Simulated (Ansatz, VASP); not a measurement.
# N: VASP beside Ansatz

Aim: how closely do two programs agree when they are given the same cell, functional and k mesh? The cell is taken from a series of runs on this material, whose earlier steps may have relaxed, scaled, displaced or heated it; both programs get it as it stands.

Method: plane waves, with VASP 6.6.1 beside it; relaxation of cell and atoms at LDA, in Ansatz 0.2.0.

## Step 1: Starting point

It takes space group P6_3/mmc (No. 194, hexagonal). The conventional cell has a = 2.511 Å, b = 2.511 Å, c = 2.399 Å, α = 90.00°, β = 90.00°, γ = 120.00°. Nearest to N lie 6 N at 1.88 Å.

## Step 2: Ansatz: relaxation of cell and atoms, LDA

Ansatz runs on its default PAW (the set named soft_2) files.

The relaxed volume is the usual yardstick between codes: in a stiff, nearly cubic crystal its relative difference is about their pressure difference at one cell divided by the bulk modulus.

input.yaml

```yaml
crystal:
  lattice:
    - [2.5106280495, 0.0, 0.0]
    - [-1.2553140247, 2.1742676703, 0.0]
    - [0.0, 0.0, 2.3988673337]
  atoms:
    - { symbol: "N", position: [0.6666666667, 0.3333333333, 0.25] }
    - { symbol: "N", position: [0.3333333333, 0.6666666667, 0.75] }
kpoints:
  mp_grid: { grid: [15, 15, 12] }
hamiltonian:
  xc: lda
scf:
  occupations: { method: methfessel_paxton, width: 0.2 }
output:
  forces: true
  stress: true
  eigenvalues: true
relax:
  adjacent_minimum: "off"
  f_tol: 0.001
  max_steps: 60
  cell: { stress_tol: 0.01 }
```

On the command line:

```bash
> ansatz run input.yaml --threads 4 --pin off --max-ram 10240MiB --backend cpu --events-out ev --progress --plain --runs-dir out
```

Numbers of over 12 decimals in the logs are rounded to 6 here.

Output:

```text
Engine: ansatz 0.2.0, aarch64-unknown-linux-gnu
Pseudopotentials: kind: paw
Pseudopotential: N, paw, valence charge 5, recommended cutoff 420 eV (normal), N.paw.azcp
Functional definition: SPW92
  exchange = slater_x
  correlation = pw_c
Crystal: 2 atoms, lattice volume = 13.095 Å³
Basis set: ecut = 420 eV, 255 PW (Γ)
Bands: 9, of which v1, the nominal top of the filled ones, is band 5 counted from 1 (4 counted from 0)
Symmetry: 24 space group operations
Space group: P63/mmc (ITA 194), of the structure as read, at distance tolerance 2.4e-5 Å
k-points: 189 of 2700
Non-local potential: N, projectors of the file, l = 0: 2, l = 1: 2, l = 2: 1
PAW form: soft (Blöchl's): semilocal exchange-correlation on the pseudo side does not see the compensation charge
PAW frozen core: N, regenerated for the run's functional, and the local potential with it (the file was generated under x = pbe(κ = 0.804, μ = 0.219515), c = pbe(β = 0.066725))
PAW one-centre angular grid: N, 110 points (default); XC on 64 Gauss nodes
Initial density: superposition of atomic densities (neutral atoms: chi_scale 0, normalization atom), corrected by the library's trained network
Initial wavefunctions: pseudopotential atomic-orbital guess
Functional: x = slater, c = lda
SCF iter   1: F=—  HF=-740.847148 eV  |F-HF|=—  |Δ(HF+E_count)|=         —  Δρ=1.15e-2  dr2=7.77e-3  ethr=1.77e-3  ⟨swp⟩=4.7  Hψ=10227  notcnv=0
preconditioner: auto → none  [metal: Δε(μ)=0.033 eV  Ē_g=15.283 eV  σ=0.200 eV  W_gap=0.14  n_scr=0 (ndim 8)  ℏωp=32.4 eV  f_vac=0.000  D(μ)=0.71/eV (n_scr^D=8)]
SCF iter   2: F=—  HF=-740.845203 eV  |F-HF|=—  |Δ(HF+E_count)|=   1.95e-3  S|Δr|=    0.00e0  Δρ=4.69e-3  dr2=1.03e-3  ethr=7.77e-5  ⟨swp⟩=1.0  Hψ=3213  notcnv=0
SCF iter   3: F=—  HF=-740.845125 eV  |F-HF|=—  |Δ(HF+E_count)|=   7.78e-5  S|Δr|=    0.00e0  Δρ=6.27e-4  dr2=1.08e-5  ethr=1.03e-5  ⟨swp⟩=2.1  Hψ=2637  notcnv=0
SCF iter   4: F=—  HF=-740.845128 eV  |F-HF|=—  |Δ(HF+E_count)|=   3.34e-6  S|Δr|=    0.00e0  Δρ=2.56e-5  dr2=4.19e-8  ethr=1.00e-9  ⟨swp⟩=3.7  Hψ=7758  notcnv=0
SCF iter   5: F=-740.845128 eV  HF=-740.845128 eV  |F-HF|=3.34e-11  |Δ(HF+E_count)|=   1.54e-8  S|Δr|=    0.00e0  Δρ=1.40e-6  dr2=5.65e-11  ethr=4.19e-10  ⟨swp⟩=2.1  Hψ=5994  notcnv=0
SCF 1 converged in 5 iterations: F = -740.845128 eV  dr2 = 5.65e-11
  greatest PAW one-centre occupation: 0.848 electrons in one spin orbital (limit 2), on the N atom at site 1 (counted from 0), in its partial waves of l = 0
relax step   1: F+E_penalty+E_count = -740.84512806 eV  Δ(F+E_penalty+E_count) = +0.000e0 eV  max|allowed force component| = 4.626e-17 eV/Å  Δτ_max = 0.0000 Å  P = -0.084 GPa  Ω = 13.095 Å³  (5 SCF iters, dr2 threshold 1.00e-7 eV, accepted)
[...]
relax step   2: F+E_penalty+E_count = -740.84513949 eV  Δ(F+E_penalty+E_count) = -1.142e-5 eV  max|allowed force component| = 1.110e-16 eV/Å  Δτ_max = 0.0000 Å  P = -0.034 GPa  Ω = 13.093 Å³  energy of the carried Pulay correction = +1.068e-5 eV  (2 SCF iters, dr2 threshold 9.90e-8 eV, accepted)
[...]
relax step   3: F+E_penalty+E_count = -740.84514914 eV  Δ(F+E_penalty+E_count) = -9.656e-6 eV  max|allowed force component| = 1.480e-16 eV/Å  Δτ_max = 0.0000 Å  P = -0.032 GPa  Ω = 13.093 Å³  energy of the carried Pulay correction = +1.949e-5 eV  (2 SCF iters, dr2 threshold 1.83e-8 eV, accepted)
[...]
relax step   4: F+E_penalty+E_count = -740.84516903 eV  Δ(F+E_penalty+E_count) = -1.989e-5 eV  max|allowed force component| = 2.035e-16 eV/Å  Δτ_max = 0.0000 Å  P = -0.000 GPa  Ω = 13.091 Å³  energy of the carried Pulay correction = +3.918e-5 eV  (3 SCF iters, dr2 threshold 3.65e-9 eV, accepted)
[...]
relax step   5: F+E_penalty+E_count = -740.84515632 eV  Δ(F+E_penalty+E_count) = +1.271e-5 eV  max|allowed force component| = 2.498e-16 eV/Å  Δτ_max = 0.0000 Å  P = -0.004 GPa  Ω = 13.091 Å³  stress off target by 5.49e-3 GPa  SCF on the basis re-selected at this cell (its energy is not comparable with the rows above)  (3 SCF iters)
basis re-selected at this cell: Δ(F+E_penalty+E_count) = +1.271e-5 eV, ΔP = -0.004 GPa vs the last step (what re-selecting the basis moved, of the pressure what is left beyond the Pulay correction that the steps carried, after the strain that the cell walked since its last selection, with what the two solves' SCF thresholds leave and, on support functions, any second-order correction that the steps lacked; it is no m [...]
SCF converged after 3 iterations
Stability not checked: this state was not tested for a lower state beside it, because cold or Methfessel-Paxton smearing, or corrected tetrahedra, fill the levels in a way that the test cannot read (fill_not_monotonic; see scf.lower_state_search)
Free energy (F): -740.845156 eV
Harris-Foulkes:  -740.845156 eV  (|F-HF|=1.14e-13)
Internal energy: -740.845592 eV  (E = F + TS)
E sigma→0 (E₀):  -740.845265 eV
Entropy (-TS):   0.000436 eV (0.218 meV/atom)
Fermi energy:    10.614864 eV
--- Per-component energies (eV) ---
  E_band       = 19.817920
  E_kinetic    = 245.184932
  E_local      = -242.374310  (includes V_loc(G=0)·N_el)
  E_nonlocal   = 96.954630
  E_hartree    = 51.818649
  E_xc         = -116.155811
  E_vxc        = -148.252697  (∫ρ·V_xc dr)
  E_paw        = -231.836681  (= ΣΔE_a)
  E_vpaw       = -35.332066  (= ΣTr[D̂ρ^β])
  E_aug_tail   = 0.000131  (compensation charges beyond the density's cutoff)
  E_ewald      = -544.597222
  E_core_change = 0.160088  (= ΣΔE_core)
  E_smearing   = 0.000436  (= −TS)
  E_closure    = -0.000000  (closes the sum)
  Σ components = -740.845156   (vs F -740.845156, Δ=0.00e0)
--- Forces (eV/Å), atoms counted from 1 ---
  atom   1  N     -0.00000000    -0.00000000     0.00000000
  atom   2  N      0.00000000     0.00000000    -0.00000000
  max |Σ_I F_I| component: 1.85e-17 eV/Å
--- Stress (GPa, compression-positive) ---
       -0.003614      -0.000000       0.000000
       -0.000000      -0.003614       0.000000
        0.000000       0.000000      -0.005490
  P = ⅓ Tr σ = -0.0042 GPa (-0.042 kbar)
--- Band table (eV; the first three rows and the last of 189) ---
  k-point 0: bands = ["-11.8518", "5.4841", "5.7580", "7.8810", "7.8810", "13.2907", "13.2907", "16.7527", "24.8898"]
  k-point 1: bands = ["-11.7049", "3.6236", "7.3173", "7.9872", "7.9872", "13.2473", "13.2473", "16.5888", "25.4807"]
  k-point 2: bands = ["-11.2651", "1.4497", "8.2995", "8.2995", "8.6807", "13.1022", "13.1022", "16.1205", "27.1107"]
  k-point 188: bands = ["-1.7741", "-1.7741", "1.6347", "1.6347", "6.4353", "6.4353", "16.5957", "16.5957", "30.9524"]
--- Relaxed structure (4 steps of the walk, 4 accepted, 1 SCFs on fresh bases) ---
  F+E_penalty+E_count = -740.84515632 eV   max|allowed force component| = 2.498e-16 eV/Å   (the final SCF, on the basis selected at the relaxed cell)
  cell:  # Å, volume = 13.0908 Å³
    - [2.510499, -2.8865964657545255e-11, 0]
    - [-1.255249, 2.174156, 0]
    - [0, 0, 2.398374]
  atoms:
    - { symbol: N, position: [0.666667, 0.333333, 0.25] }
    - { symbol: N, position: [0.333333, 0.666667, 0.750000] }
```

In the SCF lines HF is the Harris–Foulkes energy and dr2 the Hartree energy of the density residual, in eV; the loop may stop once dr2 is under the threshold and the program's other checks hold. Hψ counts applications of the Hamiltonian.

## Step 3: VASP: relaxation of cell and atoms, LDA

The same cell, functional (in two slightly different forms), mesh and smearing now go to VASP, with its own data sets.

Lines of VASP's logs that name or quote its potential files are left out, and so is its time.

INCAR

```
SYSTEM = N
PREC = Accurate
ENCUT = 600
EDIFF = 1E-07
NELM = 120
ISMEAR = 1
SIGMA = 0.2
LREAL = .FALSE.
ALGO = Normal
GGA = PW92
NBANDS = 11
LORBIT = 11
LWAVE = .FALSE.
LCHARG = .FALSE.
ISIF = 3
IBRION = 2
NSW = 80
EDIFFG = -0.005
LASPH = .TRUE.
GGA_COMPAT = .FALSE.
NELMIN = 4
```

POSCAR

```
N
1.0
    2.5106280000      0.0000000000      0.0000000000
   -1.2553140000      2.1742680000      0.0000000000
    0.0000000000      0.0000000000      2.3988670000
N
2
Direct
    0.6666666666      0.3333333332      0.2500000000
    0.3333333332      0.6666666666      0.7500000000
```

KPOINTS

```
Automatic mesh
0
Gamma
15 15 12
0 0 0
```

The projector-augmented-wave data sets are N (LDA family, release 64).

On the command line:

```bash
> mpirun -np 1 vasp_std
```

Output:

```text
[banner, memory and clock lines left out]
running    1 mpi-ranks, on    1 nodes
 distrk:  each k-point on    1 cores,    1 groups
 distr:  one band on    1 cores,    1 groups

 POSCAR found type information on POSCAR N
 POSCAR found :  1 types and       2 ions
|                                                                             |
|               ----> ADVICE to this user running VASP <----                  |
|                                                                             |
|     You enforced a specific xc type in the INCAR file but a different       |
|     [... a line on the potential file left out ...]
|     I HOPE YOU KNOW WHAT YOU ARE DOING!                                     |
|                                                                             |

 LDA part: xc-table for (Slater(with rela. corr.)+PW92), standard interpolation
 POSCAR, INCAR and KPOINTS ok, starting setup
 FFT: planning ... GRIDC
 FFT: planning ... GRID_SOFT
 FFT: planning ... GRID
 WAVECAR not read
 entering main loop
       N       E                     dE             d eps       ncg     rms          rms(c)
DAV:   1     0.244033109198E+02    0.24403E+02   -0.66335E+03  4302   0.998E+02
DAV:   2    -0.105876619732E+02   -0.34991E+02   -0.33208E+02  5508   0.175E+02
DAV:   3    -0.114114462286E+02   -0.82378E+00   -0.81248E+00  4836   0.231E+01
DAV:   4    -0.114131402938E+02   -0.16941E-02   -0.16931E-02  4668   0.122E+00
DAV:   5    -0.114131420294E+02   -0.17356E-05   -0.17363E-05  4872   0.400E-02    0.216E+00
DAV:   6    -0.114037536486E+02    0.93884E-02   -0.34655E-03  4602   0.531E-01    0.130E+00
DAV:   7    -0.113999635933E+02    0.37901E-02   -0.49027E-03  4620   0.649E-01    0.852E-02
DAV:   8    -0.113999013247E+02    0.62269E-04   -0.25053E-04  4710   0.143E-01    0.133E-02
DAV:   9    -0.113999023730E+02   -0.10483E-05   -0.25718E-06  4749   0.165E-02    0.710E-03
DAV:  10    -0.113999025359E+02   -0.16294E-06   -0.33118E-07  4710   0.483E-03    0.942E-04
DAV:  11    -0.113999025266E+02    0.92716E-08   -0.16968E-08  2409   0.114E-03
   1 F= -.11399903E+02 E0= -.11400027E+02  d E =-.113999E+02
[...]
2 F= -.11399948E+02 E0= -.11400047E+02  d E =-.454429E-04
[...]
3 F= -.11399952E+02 E0= -.11400057E+02  d E =-.493116E-04
[...]
4 F= -.11399952E+02 E0= -.11400056E+02  d E =-.492841E-04
 curvature:  -0.39 expect dE=-0.144E-05 dE for cont linesearch -0.113E-07
 ZBRENT: accuracy reached
 trial: gam= 0.04456 g(F)=  0.216E-44 g(S)=  0.372E-05 ort =-0.192E-05 (trialstep = 0.959E+00)
 search vector abs. value=  0.380E-05
 bond charge predicted
       N       E                     dE             d eps       ncg     rms          rms(c)
DAV:   1    -0.113999535137E+02   -0.17041E-05   -0.14614E-04  4602   0.117E-01    0.915E-03
DAV:   2    -0.113999526263E+02    0.88737E-06   -0.16873E-06  4392   0.117E-02    0.509E-03
DAV:   3    -0.113999522097E+02    0.41663E-06   -0.69376E-07  4614   0.576E-03    0.515E-04
DAV:   4    -0.113999522069E+02    0.27607E-08   -0.90351E-09  2169   0.952E-04
   5 F= -.11399952E+02 E0= -.11400054E+02  d E =-.396202E-06
 trial-energy change:   -0.000000  1 .order   -0.000000   -0.000003    0.000003
 step:   0.5396(harm=  0.5396)  dis= 0.00000  next Energy=   -11.399953 (dE=-0.981E-06)
 reached required accuracy - stopping structural energy minimisation
```

OUTCAR, selected parts (step 3):

```text
ion  position               nearest neighbor table
   1  0.667  0.333  0.250-
   2  0.333  0.667  0.750-

  LATTYP: Found a hexagonal cell.
 ALAT       =     2.5106280000
 C/A-ratio  =     0.9554848428

 Subroutine GETGRP returns: Found 24 space group operations
 (whereof 12 operations were pure point group operations)

The static configuration has the point symmetry D_3d.
 The point group associated with its full space group is D_6h.

 Found    189 irreducible k-points:

   k-points           NKPTS =    189   k-points in BZ     NKDIM =    189   number of bands    NBANDS=     11

   dimension x,y,z NGX =    20 NGY =   20 NGZ =   20
   dimension x,y,z NGXF=    40 NGYF=   40 NGZF=   40

   ENCUT  =  600.0 eV  44.10 Ry    6.64 a.u.   5.01  5.01  4.79*2*pi/ulx,y,z

   NELECT =      10.0000    total number of electrons

 k-points in reciprocal lattice and weights: Automatic mesh
   0.00000000  0.00000000  0.00000000       0.000
   0.06666667  0.00000000  0.00000000       0.002
   0.13333333  0.00000000  0.00000000       0.002
   0.20000000 -0.00000000  0.00000000       0.002
   0.26666667  0.00000000  0.00000000       0.002
   0.33333333  0.00000000  0.00000000       0.002
   0.40000000  0.00000000  0.00000000       0.002
   0.46666667  0.00000000  0.00000000       0.002
   0.06666667  0.06666667  0.00000000       0.002
[...]
0.33333333  0.26666667  0.50000000       0.004
   0.33333333  0.33333333  0.50000000       0.001

 average (electrostatic) potential at core
       1 -63.2232       2 -63.2232

 E-fermi :   7.4283

 k-point     1 :       0.0000    0.0000    0.0000
  band No.  band energies     occupation
      1     -15.0566      2.00000
      2       2.3303      2.00000
      3       2.5485      2.00000
      4       4.6938      2.00000
      5       4.6938      2.00000
      6      10.1035     -0.00000
      7      10.1035     -0.00000
      8      13.5782      0.00000
      9      21.6863      0.00000
     10      25.1519      0.00000
    ...

 k-point     2 :       0.0667    0.0000    0.0000
  band No.  band energies     occupation
      1     -14.9475      2.00000
      2       1.8306      2.00000
      3       2.6368      2.00000
      4       4.5113      2.00000
      5       4.8658      2.00000
      6      10.0680     -0.00000
      7      10.2870     -0.00000
      8      13.4361      0.00000
      9      21.9540      0.00000
     10      25.0523      0.00000
    ...

 k-point     3 :       0.1333    0.0000    0.0000
  band No.  band energies     occupation
      1     -14.6218      2.00000
      2       0.6360      2.00000
      3       2.8985      2.00000
      4       4.0545      2.00000
      5       5.1404      2.00000
      6       9.9903     -0.00000
      7      10.7410     -0.00000
      8      13.0248      0.00000
      9      22.6562      0.00000
     10      24.7830      0.00000
    ...

  Total        0.0044323      0.0044324     -0.0069369      0.0000000      0.0000000      0.0000000
  in kB        0.5436283      0.5436284     -0.8508077      0.0000000      0.0000000      0.0000000
  external PRESSURE =       0.0788163 kB  Pullay stress =       0.0000000 kB

  energy-cutoff  :      600.00
  volume of cell :       13.06
      direct lattice vectors                 reciprocal lattice vectors
     2.508150745  0.000000000  0.000000000     0.398700119  0.230189582  0.000000000
    -1.254075373  2.172122633  0.000000000    -0.000000000  0.460379163  0.000000000
     0.000000000 -0.000000000  2.397753336     0.000000000 -0.000000000  0.417057078

 POSITION                                       TOTAL-FORCE (eV/Angst)
 -----------------------------------------------------------------------------------
      1.25408      0.72404      0.59944         0.000000     -0.000000      0.000000
     -0.00000      1.44808      1.79832        -0.000000      0.000000     -0.000000
 -----------------------------------------------------------------------------------
    total drift:                                0.000000      0.000000     -0.000000

  FREE ENERGIE OF THE ION-ELECTRON SYSTEM (eV)
  ---------------------------------------------------
  free  energy   TOTEN  =       -11.3999522069 eV

  energy  without entropy=      -11.4002575623  energy(sigma->0) =      -11.40005399

 reached required accuracy - stopping structural energy minimisation

 total charge
# of ion       s       p       d       tot
------------------------------------------
    1        1.373   1.989   0.000   3.362
    2        1.373   1.989   0.000   3.362
--------------------------------------------------
tot          2.746   3.977   0.000   6.723

[... 3 further parts left out ...]
```

## Step 4: Differences

Known differences besides the potentials themselves: the cutoff is 420 eV in Ansatz and 600 eV in VASP; VASP's log shows a relativistic correction to its local exchange, Ansatz's none; Ansatz adds a Pulay correction to the stress that steers its cell, VASP none. Total energies have different zeros and are not compared.

Compared:

```
                                         quantity  Ansatz   VASP  difference
                                      volume (Å³)   13.09  13.06     +0.21 %
edge a after relaxation, in the typed setting (Å)   2.510  2.508     +0.09 %
edge c after relaxation, in the typed setting (Å)   2.398  2.398     +0.03 %
```

## Step 5: Results

```json
{
 "difference in volume (relaxation of cell and atoms, LDA)": "0.21 %"
}
```

The difference in volume is 0.21 % (relaxation of cell and atoms, LDA), within the 1.2 % picked in this series as the mark of a large difference, as far as the stopping tolerances let one tell. How closely two codes agree says nothing of how well the functional describes the real material.

[Lines on the potential files, build, host, timing and source positions are cut from VASP's logs without a mark.]

[Logs are printed without paths, hosts, clocks, repeated set-up lines and the standing remarks that a program may print on its own settings, such as how far it seeks lower states.]

[Hosts, paths, dates, database ids (printed as entryN), source tags and the programs' standing remarks are cut or masked in the printed files.]
